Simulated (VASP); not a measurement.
Input:

```
CELL_PARAMETERS angstrom
     -3.18570     3.18570     1.73816
      3.18570    -3.18570     1.73816
      3.18570     3.18570    -1.73816
ATOMIC_POSITIONS crystal
  Pm 0.75000 0.25000 0.50000
  Pm 0.00000 0.00000 0.00000
```

The numbers are results of PBEsol GGA, VASP's PBE PAW potentials (set 64) (plane waves; VASP), not measurements. Numerical set-up: 400 eV cut-off, 11×11×11 Γ-centred mesh, first-order Methfessel-Paxton smearing of 0.10 eV, potentials Pm_3.

The 4f electrons are frozen in the core of the lanthanide potential, so 4f levels, which can set the real gap, and their magnetism are missing. Energy and stress use the plane-wave basis of the starting cell.

Problem. The ions, cell shape and volume are relaxed. Which structure does the run end with?

Solution. 
```
CELL_PARAMETERS angstrom
     -3.04548     3.04548     1.71776
      3.04548    -3.04548     1.71776
      3.04548     3.04548    -1.71776
ATOMIC_POSITIONS crystal
  Pm 0.75000 0.25000 0.50000
  Pm 0.00000 0.00000 0.00000
```
Space group I4_1/amd (141), at a tolerance of 0.03 Å.

Problem. How do energy and volume change from the first to the last step?

Solution. The energy (σ→0) changes by -35.0 meV/atom and the volume by -9.7 %, in 5 ionic steps.

The structure was generated: Pm was put into the beta-Sn type (I4_1/amd), which need not be its known phase. This run relaxes it. Symmetry was kept, so distortions that lower it aren't found.
